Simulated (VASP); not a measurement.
These are LDA (Ceperley-Alder, Perdew-Zunger), VASP's LDA PAW potentials (set 64) (plane waves; VASP) values and carry that method's errors.

A VASP calculation is set up with these files.

**POSCAR**
```
PtSe2
1
    1.8711911035    -3.2409983080    -0.0000000000
    1.8711911035     3.2409983080     0.0000000000
    0.0000000000     0.0000000000     4.7640481817
Pt Se
1 2
Direct
  0.0000000000   0.0000000000   0.0000000000
  0.3333330000   0.6666670000   0.2653972327
  0.6666670000   0.3333330000   0.7346027673
```

File KPOINTS:
```
Automatic mesh
0
Gamma
9 9 6
0 0 0
```

INCAR:
```
ALGO=Normal
EDIFF=1E-8
EDIFFG=-0.001
ENCUT=400
IBRION=1
ISIF=2
ISMEAR=1
LASPH=.TRUE.
LCHARG=.FALSE.
LMAXMIX=6
LREAL=.FALSE.
LWAVE=.FALSE.
NELM=100
NSW=30
PREC=Accurate
SIGMA=0.1
SYSTEM=PtSe2
```

POTCAR, in this order: Pt Se (LDA.64 set). Program: vasp_std.

The resulting files:

File OSZICAR:
```
       N       E                     dE             d eps       ncg     rms          rms(c)
DAV:   1     0.915613599001E+02    0.91561E+02   -0.88343E+03  1948   0.104E+03
DAV:   2    -0.142147546307E+02   -0.10578E+03   -0.10372E+03  2406   0.215E+02
DAV:   3    -0.178610750865E+02   -0.36463E+01   -0.36262E+01  2203   0.425E+01
DAV:   4    -0.178870095164E+02   -0.25934E-01   -0.25930E-01  2329   0.388E+00
DAV:   5    -0.178872808749E+02   -0.27136E-03   -0.27135E-03  2259   0.373E-01    0.133E+01
DAV:   6    -0.173173719979E+02    0.56991E+00   -0.48344E+00  1881   0.214E+01    0.807E+00
DAV:   7    -0.171240485833E+02    0.19332E+00   -0.91568E-01  1881   0.103E+01    0.395E+00
DAV:   8    -0.170932313501E+02    0.30817E-01   -0.67718E-02  2091   0.198E+00    0.834E-01
DAV:   9    -0.170897225824E+02    0.35088E-02   -0.86444E-03  2042   0.956E-01    0.193E-01
DAV:  10    -0.170897212370E+02    0.13454E-05   -0.12567E-03  2147   0.261E-01    0.410E-02
DAV:  11    -0.170897176072E+02    0.36298E-05   -0.43986E-05  2224   0.620E-02    0.254E-02
DAV:  12    -0.170897172392E+02    0.36801E-06   -0.43186E-06  2164   0.146E-02    0.432E-03
DAV:  13    -0.170897170293E+02    0.20994E-06   -0.81597E-07  2140   0.804E-03    0.108E-03
DAV:  14    -0.170897170245E+02    0.48262E-08   -0.70123E-08  2245   0.205E-03
   1 F= -.17089717E+02 E0= -.17089816E+02  d E =-.170897E+02
```

OUTCAR:
```
------------------------ aborting loop because EDIFF is reached ----------------------------------------
  FORCE on cell =-STRESS in cart. coord.  units (eV):
  Direction    XX          YY          ZZ          XY          YZ          ZX
  --------------------------------------------------------------------------------------
  Total        0.0205214      0.0205214     -0.0007137      0.0000000     -0.0000000      0.0000000
  in kB        0.5690021      0.5690022     -0.0197899      0.0000000     -0.0000000      0.0000000
  external PRESSURE =       0.3727381 kB  Pullay stress =       0.0000000 kB
  volume of cell :       57.78
      direct lattice vectors                 reciprocal lattice vectors
     1.871191103 -3.240998308  0.000000000     0.267209479 -0.154273453  0.000000000
     1.871191103  3.240998308  0.000000000     0.267209479  0.154273453  0.000000000
     0.000000000  0.000000000  4.764048182     0.000000000  0.000000000  0.209905518
 POSITION                                       TOTAL-FORCE (eV/Angst)
 -----------------------------------------------------------------------------------
      0.00000      0.00000      0.00000         0.000000      0.000000      0.000000
      1.87119      1.08033      1.26437         0.000000     -0.000000     -0.000767
      1.87119     -1.08033      3.49968        -0.000000      0.000000      0.000767
 -----------------------------------------------------------------------------------
    total drift:                                0.000000     -0.000000      0.000000
  FREE ENERGIE OF THE ION-ELECTRON SYSTEM (eV)
  ---------------------------------------------------
  free  energy   TOTEN  =       -17.0897170245 eV

  energy  without entropy=      -17.0900125857  energy(sigma->0) =      -17.08981554

 reached required accuracy - stopping structural energy minimisation
```
(Selected blocks of OUTCAR.)

The compound is PtSe2 in the 1T layered structure. It was relaxed first, which changed the volume by -6 %. The start is the result of an earlier pass.
